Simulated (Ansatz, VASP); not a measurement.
# Zr (Zirconium): VASP beside Ansatz

One calculation is typed for both programs; each brings its own data sets. How far apart do they land? The structure shown comes from an earlier Ansatz run, which isn't shown and may have moved the atoms alone.

Main program and level: Ansatz 0.2.0; plane waves, with VASP 6.6.1 beside it; elastic constants at LDA.

## Step 1: Set-up

It takes space group P6_3/mmc (No. 194, hexagonal). The conventional cell has a = 3.143 Å, b = 3.143 Å, c = 5.090 Å, α = 90.00°, β = 90.00°, γ = 120.00°. Nearest to Zr lie 12 Zr at 3.13 to 3.14 Å.

## Step 2: Ansatz: elastic constants, LDA

Ansatz runs on its default PAW (the set named soft_2) files.

Elastic constants are differences of stresses under small strains, so they test the stress and the mesh.

The input, input.yaml:

```yaml
crystal:
  lattice:
    - [3.1430050143, 0.0, 0.0]
    - [-1.5715025072, 2.7219221866, 0.0]
    - [0.0, 0.0, 5.0896344865]
  atoms:
    - { symbol: Zr, position: [0.3333333333, 0.6666666667, 0.25] }
    - { symbol: Zr, position: [0.6666666667, 0.3333333333, 0.75] }
kpoints:
  mp_grid: { grid: [15, 15, 8] }
hamiltonian:
  xc: lda
scf:
  occupations: { method: methfessel_paxton, width: 0.25 }
output:
  forces: true
  stress: true
  eigenvalues: true
elastic:
  mode: relaxed_ion
  stencil: two_point
  amplitude: 0.01
```

Run with:

```console
> ansatz run input.yaml --threads 4 --pin off --max-ram 16384MiB --backend cpu --events-out ev --progress --plain --runs-dir out
```

Numbers of over 12 decimals in the logs are rounded to 6 here.

The program printed:

```text
Engine: ansatz 0.2.0, aarch64-unknown-linux-gnu
Pseudopotentials: kind: paw
Pseudopotential: Zr, paw, valence charge 12, recommended cutoff 420 eV (normal), Zr.paw.azcp
Functional definition: SPW92
  exchange = slater_x
  correlation = pw_c
Crystal: 2 atoms, lattice volume = 43.542 Å³
Basis set: ecut = 420 eV, 845 PW (Γ)
Bands: 16, of which v1, the nominal top of the filled ones, is band 12 counted from 1 (11 counted from 0)
Symmetry: 24 space group operations
Space group: P63/mmc (ITA 194), of the structure as read, at distance tolerance 3.5e-5 Å
k-points: 135 of 1800
Non-local potential: Zr, projectors of the file, l = 0: 3, l = 1: 2, l = 2: 2, l = 3: 2
PAW form: soft (Blöchl's): semilocal exchange-correlation on the pseudo side does not see the compensation charge
PAW frozen core: Zr, regenerated for the run's functional, and the local potential with it (the file was generated under x = pbe(κ = 0.804, μ = 0.219515), c = pbe(β = 0.066725))
PAW one-centre angular grid: Zr, 590 points (default); XC on 64 Gauss nodes
Initial density: superposition of atomic densities (neutral atoms: chi_scale 0, normalization atom), corrected by the library's trained network
Initial wavefunctions: pseudopotential atomic-orbital guess
Functional: x = slater, c = lda
SCF iter   1: F=—  HF=-8154.926548 eV  |F-HF|=—  |Δ(HF+E_count)|=         —  Δρ=5.66e-3  dr2=3.83e-3  ethr=1.77e-3  ⟨swp⟩=4.7  Hψ=8772  notcnv=0
preconditioner: auto → Kerker (q_TF=auto, 2.470 Å⁻¹)  [metal: Δε(μ)=0.007 eV  Ē_g=3.302 eV  σ=0.250 eV  W_gap=0.02  n_scr=10 (ndim 8)  ℏωp=15.9 eV  f_vac=0.000  D(μ)=2.17/eV (n_scr^D=22)]
SCF iter   2: F=—  HF=-8154.925646 eV  |F-HF|=—  |Δ(HF+E_count)|=   9.02e-4  S|Δr|=    0.00e0  Δρ=3.21e-3  dr2=1.32e-3  ethr=1.60e-5  ⟨swp⟩=2.1  Hψ=4326  notcnv=0
SCF iter   3: F=—  HF=-8154.925740 eV  |F-HF|=—  |Δ(HF+E_count)|=   9.37e-5  S|Δr|=    0.00e0  Δρ=3.72e-4  dr2=2.68e-5  ethr=5.50e-6  ⟨swp⟩=2.5  Hψ=3910  notcnv=0
SCF iter   4: F=—  HF=-8154.925732 eV  |F-HF|=—  |Δ(HF+E_count)|=   7.19e-6  S|Δr|=    0.00e0  Δρ=8.96e-5  dr2=2.00e-6  ethr=1.12e-7  ⟨swp⟩=2.6  Hψ=3978  notcnv=0
SCF iter   5: F=—  HF=-8154.925733 eV  |F-HF|=—  |Δ(HF+E_count)|=   4.72e-7  S|Δr|=    0.00e0  Δρ=1.81e-5  dr2=1.23e-7  ethr=8.35e-9  ⟨swp⟩=1.0  Hψ=2160  notcnv=0
SCF iter   6: F=—  HF=-8154.925733 eV  |F-HF|=—  |Δ(HF+E_count)|=   1.46e-8  S|Δr|=    0.00e0  Δρ=5.29e-6  dr2=7.24e-9  ethr=5.13e-10  ⟨swp⟩=2.2  Hψ=2782  notcnv=0
SCF iter   7: F=—  HF=-8154.925733 eV  |F-HF|=—  |Δ(HF+E_count)|=   2.72e-9  S|Δr|=    0.00e0  Δρ=9.46e-7  dr2=1.93e-10  ethr=3.02e-11  ⟨swp⟩=2.1  Hψ=3466  notcnv=0
SCF iter   8: F=—  HF=-8154.925733 eV  |F-HF|=—  |Δ(HF+E_count)|=  7.82e-11  S|Δr|=    0.00e0  Δρ=9.95e-8  dr2=1.82e-12  ethr=8.05e-13 (applied; sched 1.00e-12)  ⟨swp⟩=2.0  Hψ=3684  notcnv=0
SCF iter   9: F=-8154.925733 eV  HF=-8154.925733 eV  |F-HF|=9.09e-13  |Δ(HF+E_count)|=  3.64e-12  S|Δr|=    0.00e0  Δρ=1.24e-8  dr2=3.11e-14  ethr=1.00e-12  ⟨swp⟩=4.0  Hψ=7760  notcnv=0
SCF 1 converged in 9 iterations: F = -8154.925733 eV  dr2 = 3.11e-14
  greatest PAW one-centre occupation: 0.998 electrons in one spin orbital (limit 2), on the Zr atom at site 1 (counted from 0), in its partial waves of l = 0
Crystal: 2 atoms, lattice volume = 43.106 Å³
Basis set: ecut = 420 eV, 837 PW (Γ)
Symmetry: 8 space group operations
k-points: 320 of 1800
Initial density: handed on by an earlier stage of this run
Initial wavefunctions: pseudopotential atomic-orbital guess (no wavefunctions were taken with the density)
iter 1 solved again at ethr=3.14e-4 eV; its pass at ethr=3.10e-3 eV (dr2=7.53e-2 eV) is discarded
SCF iter   1: F=—  HF=-8154.957460 eV  |F-HF|=—  |Δ(HF+E_count)|=         —  Δρ=1.47e-2  dr2=7.40e-2  ethr=3.14e-4  ⟨swp⟩=1.0  Hψ=28513  notcnv=0
preconditioner: auto → Kerker (q_TF=auto, 2.475 Å⁻¹)  [metal: Δε(μ)=0.001 eV  Ē_g=3.364 eV  σ=0.250 eV  W_gap=0.00  n_scr=10 (ndim 8)  ℏωp=16.0 eV  f_vac=0.000  D(μ)=2.10/eV (n_scr^D=22)]
SCF iter   2: F=—  HF=-8154.932015 eV  |F-HF|=—  |Δ(HF+E_count)|=   2.54e-2  S|Δr|=    0.00e0  Δρ=7.13e-3  dr2=1.90e-2  ethr=3.08e-4  ⟨swp⟩=2.0  Hψ=8423  notcnv=0
SCF iter   3: F=—  HF=-8154.923688 eV  |F-HF|=—  |Δ(HF+E_count)|=   8.33e-3  S|Δr|=    0.00e0  Δρ=5.67e-4  dr2=1.24e-4  ethr=7.90e-5  ⟨swp⟩=2.0  Hψ=8703  notcnv=0
SCF iter   4: F=—  HF=-8154.923667 eV  |F-HF|=—  |Δ(HF+E_count)|=   2.08e-5  S|Δr|=    0.00e0  Δρ=8.37e-5  dr2=3.35e-6  ethr=5.19e-7  ⟨swp⟩=2.4  Hψ=8407  notcnv=0
SCF iter   5: F=—  HF=-8154.923667 eV  |F-HF|=—  |Δ(HF+E_count)|=   6.64e-7  S|Δr|=    0.00e0  Δρ=1.53e-5  dr2=8.03e-8  ethr=1.40e-8  ⟨swp⟩=2.2  Hψ=7020  notcnv=0
SCF iter   6: F=—  HF=-8154.923667 eV  |F-HF|=—  |Δ(HF+E_count)|=   1.16e-7  S|Δr|=    0.00e0  Δρ=1.99e-6  dr2=1.08e-9  ethr=3.35e-10  ⟨swp⟩=1.7  Hψ=6942  notcnv=0
[...]
SCF iter   6: F=-8154.925514 eV  HF=-8154.925514 eV  |F-HF|=9.09e-13  |Δ(HF+E_count)|=  1.82e-12  S|Δr|=    0.00e0  Δρ=3.42e-9  dr2=2.97e-15  ethr=1.00e-12  ⟨swp⟩=3.7  Hψ=22491  notcnv=0
SCF 19 converged in 6 iterations: F = -8154.925514 eV  dr2 = 2.97e-15
relax step   5: F+E_penalty+E_count = -8154.92551423 eV  Δ(F+E_penalty+E_count) = -2.105e-9 eV  max|allowed force component| = 9.957e-7 eV/Å  Δτ_max = 0.0000 Å  (6 SCF iters, accepted)
[...]
relax step   1: F+E_penalty+E_count = -8154.92551392 eV  Δ(F+E_penalty+E_count) = +0.000e0 eV  max|allowed force component| = 5.343e-4 eV/Å  Δτ_max = 0.0000 Å  (9 SCF iters, accepted)
[...]
relax step   2: F+E_penalty+E_count = -8154.92551423 eV  Δ(F+E_penalty+E_count) = -3.085e-7 eV  max|allowed force component| = 2.186e-5 eV/Å  Δτ_max = 0.0006 Å  (6 SCF iters, accepted)
iter 1 solved again at ethr=1.00e-12 eV; its pass at ethr=3.10e-3 eV (dr2=8.54e-15 eV) is discarded
SCF iter   1: F=—  HF=-8154.925514 eV  |F-HF|=—  |Δ(HF+E_count)|=         —  Δρ=4.84e-9  dr2=6.49e-15  ethr=1.00e-12  ⟨swp⟩=1.1  Hψ=41917  notcnv=0
SCF iter   2: F=-8154.925514 eV  HF=-8154.925514 eV  |F-HF|=6.37e-12  |Δ(HF+E_count)|=  3.64e-12  S|Δr|=    0.00e0  Δρ=3.03e-9  dr2=2.78e-15  ethr=1.00e-12  ⟨swp⟩=4.0  Hψ=27698  notcnv=0
SCF 23 converged in 2 iterations: F = -8154.925514 eV  dr2 = 2.78e-15
SCF converged after 9 iterations
Stability not checked: this state was not tested for a lower state beside it, because cold or Methfessel-Paxton smearing, or corrected tetrahedra, fill the levels in a way that the test cannot read (fill_not_monotonic; see scf.lower_state_search)
Free energy (F): -8154.925733 eV
Harris-Foulkes:  -8154.925733 eV  (|F-HF|=9.09e-13)
Internal energy: -8154.928495 eV  (E = F + TS)
E sigma→0 (E₀):  -8154.926423 eV
Entropy (-TS):   0.002762 eV (1.381 meV/atom)
Fermi energy:    14.852707 eV
--- Per-component energies (eV) ---
  E_band       = -170.311747
  E_kinetic    = 669.635094
  E_local      = -1200.418223  (includes V_loc(G=0)·N_el)
  E_nonlocal   = 170.265390
  E_hartree    = 370.210052
  E_xc         = -321.634919
  E_vxc        = -382.128070  (∫ρ·V_xc dr)
  E_paw        = -5699.001478  (= ΣΔE_a)
  E_vpaw       = -168.086092  (= ΣTr[D̂ρ^β])
  E_aug_tail   = 0.000047  (compensation charges beyond the density's cutoff)
  E_ewald      = -2144.725260
  E_core_change = 0.740802  (= ΣΔE_core)
  E_smearing   = 0.002762  (= −TS)
  E_closure    = 0.000000  (closes the sum)
  Σ components = -8154.925733   (vs F -8154.925733, Δ=0.00e0)
--- Forces (eV/Å), atoms counted from 1 ---
  atom   1  Zr     0.00000000    -0.00000000     0.00000000
  atom   2  Zr     0.00000000    -0.00000000     0.00000000
  max |Σ_I F_I| component: 2.78e-17 eV/Å
--- Stress (GPa, compression-positive) ---
       -0.008316      -0.000000       0.000000
       -0.000000      -0.008316       0.000000
        0.000000       0.000000      -0.003820
  P = ⅓ Tr σ = -0.0068 GPa (-0.068 kbar)
--- Band table (eV; the first three rows and the last of 135) ---
  k-point 0: bands = [... 8 lower, 9.0953, 11.6240, 15.7122, 15.7197, 15.7197, 16.2328, 16.4364, 16.4364]
  k-point 1: bands = [... 8 lower, 9.2341, 11.6252, 15.6102, 15.6566, 15.6566, 15.9663, 16.3385, 16.3385]
  k-point 2: bands = [... 8 lower, 9.6289, 11.5796, 15.3438, 15.3883, 15.5633, 15.5633, 16.1050, 16.1050]
  k-point 134: bands = [... 8 lower, 13.2648, 13.2648, 13.5211, 13.5211, 14.9204, 14.9204, 16.9233, 16.9233]
--- Elastic constants: 3 strain directions × 2 members + reference (group order 24) ---
  dense FFT box of the reference and of every strained cell: 24×24×36
  strains applied: 11, 33, 23; error gains: componentwise 1.00 (the most a stress slope's error grows in a printed constant), spectral 1.41 (1 for all six strains in a standard setting)
  C = ∂σ_k/∂η_j (tension-positive GPa; Voigt order 11 22 33 23 13 12):
       127.401     85.251     81.636      0.000      0.000      0.000
        85.251    127.401     81.636     -0.000      0.000      0.000
        81.295     81.295    179.902     -0.000      0.000     -0.000
        -0.000      0.000      0.000     16.120      0.000     -0.000
         0.000      0.000      0.000     -0.000     16.120      0.000
        -0.000      0.000     -0.000      0.000      0.000     21.075
  reference stress σ⁰ (GPa):      0.008      0.008      0.004     -0.000     -0.000      0.000
  C* (energy form; C + prestress term) asymmetry max|C*_kj − C*_jk| = 3.453e-1 GPa — a small one proves nothing (zero by symmetry where the batch's group is 432, −43m or m−3m); a large one is finite-difference/SCF noise where every solve meets its electron count
  moduli (Voigt/Reuss/Hill, GPa): K = 103.45/101.31/102.38   G = 23.10/20.51/21.80   E = 61.07   ν = 0.401
  mechanically stable: yes (min eigenvalue of sym C = 16.12 GPa)
  strain η (Voigt 11):  stress-route row diagonal C_11 = 127.40 GPa, energy-path curvature d²(F+E_count+ΔE)/dδ²/Ω₀ = 127.15 GPa
         δ    σ_11 (GPa)             F (eV)   n_scf  n_hpsi   n_pw
    -1.000e-2      -1.2538       -8154.9240413       2   50071    856   relax 4 steps, max|allowed force component| 2.18e-5 eV/Å
     1.000e-2       1.2942       -8154.9239692       2   50140    873   relax 5 steps, max|allowed force component| 7.60e-8 eV/Å
  strain η (Voigt 33):  stress-route row diagonal C_33 = 179.90 GPa, energy-path curvature d²(F+E_count+ΔE)/dδ²/Ω₀ = 179.93 GPa
         δ    σ_33 (GPa)             F (eV)   n_scf  n_hpsi   n_pw
    -1.000e-2      -1.8527       -8154.9232476       7   40231    856   relax 0 steps, max|allowed force component| 1.62e-17 eV/Å
     1.000e-2       1.7453       -8154.9233304       6   32599    874   relax 0 steps, max|allowed force component| 3.24e-17 eV/Å
  strain η (Voigt 23):  stress-route row diagonal C_44 = 16.12 GPa, energy-path curvature d²(F+E_count+ΔE)/dδ²/Ω₀ = 16.10 GPa
         δ    σ_23 (GPa)             F (eV)   n_scf  n_hpsi   n_pw
    -1.000e-2      -0.1612       -8154.9255142       2   76501    867   relax 5 steps, max|allowed force component| 9.96e-7 eV/Å
     1.000e-2       0.1612       -8154.9255142       2   76525    867   relax 2 steps, max|allowed force component| 2.19e-5 eV/Å
```

The column dr2 measures how far the density is from self-consistency, as an energy; F and HF (Harris–Foulkes) agree once it is small.

(Continued in part 2 of 2.)

[Lines on the potential files, build, host, timing and source positions are cut from VASP's logs without a mark.]

[Logs are printed without paths, hosts, clocks, repeated set-up lines and the standing remarks that a program may print on its own settings, such as how far it seeks lower states.]

[Hosts, paths, dates, database ids (printed as entryN), source tags and the programs' standing remarks are cut or masked in the printed files.]
